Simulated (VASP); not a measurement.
Calculation: optB88-vdW, VASP's PBE PAW potentials (set 64) (plane waves; VASP).

Input for VASP

### KPOINTS
```
Automatic mesh
0
Gamma
5 5 7
0 0 0
```

**INCAR**
```
! general
SYSTEM   = MgH2
PREC     = Accurate
ENCUT    = 520
LREAL    = .FALSE.
LASPH    = .TRUE.

! electronic loop
EDIFF    = 1E-7
NELM     = 100
ALGO     = Normal

! smearing
ISMEAR   = 0
SIGMA    = 0.05

! functional
GGA      = BO
LUSE_VDW = .TRUE.
AGGAC    = 0.0
PARAM1   = 0.1833333333
PARAM2   = 0.22

! ions
IBRION   = 2
NSW      = 30
ISIF     = 4
EDIFFG   = -0.01

! output
LWAVE    = .FALSE.
LCHARG   = .FALSE.
```

### POSCAR
```
MgH2
1.0
  4.4851654907   0.0000000000   0.0000000000
  0.0000000000   4.4851654907   0.0000000000
  0.0000000000   0.0000000000   2.9959975163
Mg H
2 4
Cartesian
  0.0000000000   0.0000000000   0.0000000000
  2.2425827454   2.2425827454   1.4979987582
  1.3648555303   1.3648555303   0.0000000000
  3.6074382757   0.8777272150   1.4979987582
  0.8777272150   3.6074382757   1.4979987582
  3.1203099604   3.1203099604   0.0000000000
```

POTCAR, in this order: Mg H (PBE.64 set). Program: vasp_std.

Q: Estimate the energy per atom (σ→0).

A: 
energy per atom (σ→0): -2.556 eV/atom

**OSZICAR**
```
...
DAV:  11    -0.153371566700E+02   -0.34711E-06   -0.59171E-06   472   0.152E-02    0.105E-03
DAV:  12    -0.153371567599E+02   -0.89861E-07   -0.20319E-07   456   0.402E-03
   1 F= -.15337157E+02 E0= -.15337157E+02  d E =-.153372E+02
       N       E                     dE             d eps       ncg     rms          rms(c)
DAV:   1    -0.153371858518E+02   -0.29182E-04   -0.41390E-04   408   0.200E-01    0.539E-03
DAV:   2    -0.153371859633E+02   -0.11147E-06   -0.21771E-06   408   0.147E-02    0.324E-03
DAV:   3    -0.153371860018E+02   -0.38513E-07   -0.33804E-07   512   0.424E-03
   2 F= -.15337186E+02 E0= -.15337186E+02  d E =-.292419E-04
```

The compound is MgH2 in the rutile structure. This run relaxes it. Symmetry was kept, so distortions that lower it aren't found.
